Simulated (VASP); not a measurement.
Method: PBEsol GGA, VASP's PBE PAW potentials (set 64) (plane waves; VASP).

Input for VASP

### INCAR
```
! general
SYSTEM = AlN
PREC   = Accurate
ENCUT  = 520
LREAL  = .False.   ! projection in real space or not
LASPH  = .True.

! electronic loop
EDIFF  = 1E-7
NELM   = 100   ! most electronic steps
ALGO   = Normal   ! blocked Davidson

! smearing
ISMEAR = 0   ! Gaussian
SIGMA  = 0.05   ! width (eV)

! functional
GGA    = PS   ! PBEsol

! ions
IBRION = 2
NSW    = 30
ISIF   = 4
EDIFFG = -0.01   ! ionic stop

! output
LWAVE  = .False.
LCHARG = .False.
```

### POSCAR
```
AlN
1.0
  1.5410929448  -2.6692512738   0.0000000000
  1.5410929448   2.6692512738   0.0000000000
  0.0000000000   0.0000000000   4.9332963376
Al N
2 2
direct
  0.6666670000   0.3333330000   0.5000300776
  0.3333330000   0.6666670000   0.0000300776
  0.6666670000   0.3333330000   0.8819699224
  0.3333330000   0.6666670000   0.3819699224
```

KPOINTS:
```
Automatic mesh
0
Gamma
10 10 6
0 0 0
```

POTCAR, in this order: Al N (PBE.64 set). Program: vasp_std.

Output of the run:

File OUTCAR:
```
 ion  position               nearest neighbor table
   1  0.667  0.333  0.500-   4 1.87   4 1.87   4 1.87   3 1.88   2 3.04   2 3.04   2 3.04   2 3.04
                             2 3.04   2 3.04
   2  0.333  0.667  0.000-   3 1.87   3 1.87   3 1.87   4 1.88   1 3.04   1 3.04   1 3.04   1 3.04
                             1 3.04   1 3.04
   3  0.667  0.333  0.882-   2 1.87   2 1.87   2 1.87   1 1.88
   4  0.333  0.667  0.382-   1 1.87   1 1.87   1 1.87   2 1.88
  LATTYP: Found a hexagonal cell.
 ALAT       =     3.0821858846
 C/A-ratio  =     1.6005836514
 Subroutine PRICEL returns:
 Original cell was already a primitive cell.
 Subroutine GETGRP returns: Found 12 space group operations
The static configuration has the point symmetry C_3v.
 The point group associated with its full space group is C_6v.
The dynamic configuration has the point symmetry C_3v.
 Subroutine INISYM returns: Found 12 space group operations
 Subroutine IBZKPT returns following result:
 Found     56 irreducible k-points:

 Following reciprocal coordinates:
            Coordinates               Weight
  0.000000  0.000000  0.000000      1.000000
  0.100000  0.000000  0.000000      6.000000
  0.200000  0.000000  0.000000      6.000000
...
```

**OSZICAR**
```
       N       E                     dE             d eps       ncg     rms          rms(c)
DAV:   1     0.485144361080E+02    0.48514E+02   -0.77046E+03  1344   0.120E+03
DAV:   2    -0.321093443648E+02   -0.80624E+02   -0.73510E+02  1944   0.224E+02
DAV:   3    -0.358264015427E+02   -0.37171E+01   -0.37022E+01  1740   0.519E+01
DAV:   4    -0.358557668249E+02   -0.29365E-01   -0.29359E-01  1540   0.537E+00
DAV:   5    -0.358561724026E+02   -0.40558E-03   -0.40556E-03  1724   0.643E-01    0.119E+01
DAV:   6    -0.313568090253E+02    0.44994E+01   -0.15381E+01  1612   0.301E+01    0.435E+00
DAV:   7    -0.313220733823E+02    0.34736E-01   -0.59353E-01  1476   0.612E+00    0.288E+00
DAV:   8    -0.312906713114E+02    0.31402E-01   -0.74347E-02  1556   0.280E+00    0.432E-01
DAV:   9    -0.312864935242E+02    0.41778E-02   -0.16583E-02  1700   0.966E-01    0.234E-01
DAV:  10    -0.312867691924E+02   -0.27567E-03   -0.10705E-03  1520   0.259E-01    0.140E-01
DAV:  11    -0.312867158868E+02    0.53306E-04   -0.12948E-04  1604   0.931E-02    0.277E-02
DAV:  12    -0.312867155012E+02    0.38559E-06   -0.24033E-06  1552   0.167E-02    0.485E-03
DAV:  13    -0.312867149845E+02    0.51668E-06   -0.30965E-06  1616   0.135E-02    0.332E-03
DAV:  14    -0.312867149721E+02    0.12387E-07   -0.11405E-07   840   0.324E-03
   1 F= -.31286715E+02 E0= -.31286715E+02  d E =-.312867E+02
       N       E                     dE             d eps       ncg     rms          rms(c)
DAV:   1    -0.312868796170E+02   -0.16463E-03   -0.77575E-03  1352   0.845E-01    0.424E-02
DAV:   2    -0.312868402579E+02    0.39359E-04   -0.62805E-05  1700   0.769E-02    0.238E-02
DAV:   3    -0.312868196508E+02    0.20607E-04   -0.30483E-05  1644   0.485E-02    0.143E-03
DAV:   4    -0.312868198325E+02   -0.18167E-06   -0.19028E-06  1500   0.129E-02    0.121E-03
DAV:   5    -0.312868198027E+02    0.29715E-07   -0.20378E-08   784   0.148E-03
   2 F= -.31286820E+02 E0= -.31286820E+02  d E =-.104831E-03
       N       E                     dE             d eps       ncg     rms          rms(c)
DAV:   1    -0.312868979014E+02   -0.78069E-04   -0.69969E-03  1348   0.802E-01    0.403E-02
DAV:   2    -0.312868623569E+02    0.35545E-04   -0.56623E-05  1700   0.730E-02    0.226E-02
DAV:   3    -0.312868437593E+02    0.18598E-04   -0.27490E-05  1648   0.461E-02    0.136E-03
DAV:   4    -0.312868439232E+02   -0.16395E-06   -0.17208E-06  1488   0.123E-02    0.116E-03
DAV:   5    -0.312868438950E+02    0.28162E-07   -0.18547E-08   764   0.141E-03
   3 F= -.31286844E+02 E0= -.31286844E+02  d E =-.128923E-03
       N       E                     dE             d eps       ncg     rms          rms(c)
DAV:   1    -0.312868461959E+02   -0.22727E-05   -0.16534E-04  1344   0.123E-01    0.618E-03
DAV:   2    -0.312868454130E+02    0.78294E-06   -0.13446E-06  1684   0.113E-02    0.347E-03
DAV:   3    -0.312868449767E+02    0.43634E-06   -0.64143E-07  1612   0.703E-03    0.204E-04
DAV:   4    -0.312868449798E+02   -0.31073E-08   -0.36338E-08   688   0.186E-03
   4 F= -.31286845E+02 E0= -.31286845E+02  d E =-.130008E-03
       N       E                     dE             d eps       ncg     rms          rms(c)
DAV:   1    -0.312868371657E+02    0.78110E-05   -0.85138E-03  1344   0.850E-01    0.178E-02
DAV:   2    -0.312868426416E+02   -0.54760E-05   -0.13149E-04  1592   0.102E-01    0.112E-02
DAV:   3    -0.312868380689E+02    0.45727E-05   -0.49691E-06  1548   0.260E-02    0.387E-03
DAV:   4    -0.312868378868E+02    0.18207E-06   -0.34850E-06  1552   0.160E-02    0.186E-03
DAV:   5    -0.312868378842E+02    0.26497E-08   -0.19478E-07   948   0.420E-03
   5 F= -.31286838E+02 E0= -.31286838E+02  d E =0.709556E-05
       N       E                     dE             d eps       ncg     rms          rms(c)
DAV:   1    -0.312868561950E+02   -0.18308E-04   -0.27150E-03  1344   0.480E-01    0.104E-02
DAV:   2    -0.312868575550E+02   -0.13600E-05   -0.41460E-05  1588   0.573E-02    0.648E-03
DAV:   3    -0.312868561014E+02    0.14536E-05   -0.18090E-06  1536   0.157E-02    0.209E-03
DAV:   4    -0.312868560714E+02    0.29953E-07   -0.11641E-06  1424   0.910E-03    0.108E-03
DAV:   5    -0.312868560710E+02    0.39893E-09   -0.52551E-08   688   0.221E-03
   6 F= -.31286856E+02 E0= -.31286856E+02  d E =-.110912E-04
```

OUTCAR:
```
------------------------ aborting loop because EDIFF is reached ----------------------------------------
  FORCE on cell =-STRESS in cart. coord.  units (eV):
  Direction    XX          YY          ZZ          XY          YZ          ZX
  --------------------------------------------------------------------------------------
  Total        1.6483256      1.6483256      1.6495904      0.0000000      0.0000000      0.0000000
  in kB       65.0680967     65.0680964     65.1180230      0.0000000      0.0000000      0.0000000
  external PRESSURE =      65.0847387 kB  Pullay stress =       0.0000000 kB
  volume of cell :       40.59
      direct lattice vectors                 reciprocal lattice vectors
     1.542314060 -2.671366307 -0.000000000     0.324188188 -0.187170138 -0.000000000
     1.542314060  2.671366307  0.000000000     0.324188188  0.187170138  0.000000000
     0.000000000 -0.000000000  4.925487632     0.000000000 -0.000000000  0.203025583
  FREE ENERGIE OF THE ION-ELECTRON SYSTEM (eV)
  ---------------------------------------------------
  free  energy   TOTEN  =       -31.2868560710 eV

  energy  without entropy=      -31.2868560710  energy(sigma->0) =      -31.28685607

 reached required accuracy - stopping structural energy minimisation
```
(Selected blocks of OUTCAR.)

CONTCAR:
```
AlN
   1.00000000000000
     1.5423140601706042   -2.6713663070721774   -0.0000000000000000
     1.5423140601706042    2.6713663070721774    0.0000000000000000
     0.0000000000000000   -0.0000000000000000    4.9254876317996015
  Al              N
     2     2
Direct
     0.6666669999999968    0.3333330000000032    0.4996698162143993
     0.3333330000000032    0.6666669999999968    0.9996698162143994
     0.6666669999999968    0.3333330000000032    0.8823301837856056
     0.3333330000000032    0.6666669999999968    0.3823301837856057
```

File OUTCAR:
```
 val. band max:        6.3667934037   @ k =   0.0000   0.0000   0.0000

 cond. band min:      10.7309680448   @ k =   0.0000   0.0000   0.0000


 Fermi energy:         6.6288544315

 k-point     1 :       0.0000    0.0000    0.0000
  band No.  band energies     occupation
      1      -9.0008      2.00000
      2      -6.7141      2.00000
      3       0.1674      2.00000
      4       5.4417      2.00000
      5       5.4417      2.00000
      6       6.1095      2.00000
      7       6.1095      2.00000
      8       6.3668      2.00000
      9      10.7310      0.00000
     10      13.1404      0.00000
     11      17.1066      0.00000
     12      17.5624      0.00000

 k-point     2 :       0.1000    0.0000    0.0000
  band No.  band energies     occupation
      1      -8.8681      2.00000
      2      -6.6390      2.00000
      3       0.3230      2.00000
      4       4.8472      2.00000
      5       5.2719      2.00000
      6       5.5420      2.00000
      7       6.0915      2.00000
      8       6.3081      2.00000
      9      11.3009      0.00000
     10      13.6507      0.00000
     11      16.5261      0.00000
     12      16.7339      0.00000

 k-point     3 :       0.2000    0.0000    0.0000
  band No.  band energies     occupation
      1      -8.4862      2.00000
      2      -6.4429      2.00000
      3       0.7782      2.00000
      4       3.5063      2.00000
      5       4.4212      2.00000
      6       4.9056      2.00000
      7       5.9911      2.00000
      8       6.0951      2.00000
      9      12.3113      0.00000
     10      14.2588      0.00000
     11      15.0445      0.00000
     12      16.1968      0.00000

 k-point     4 :       0.3000    0.0000    0.0000
  band No.  band energies     occupation
      1      -7.9123      2.00000
      2      -6.2218      2.00000
      3       1.4913      2.00000
      4       2.1107      2.00000
      5       3.2821      2.00000
      6       4.5340      2.00000
...
```

The compound is AlN in the wurtzite structure. This cell is one point of a volume scan, at 0.97 of the reference volume. Symmetry was kept, so distortions that lower it aren't found.
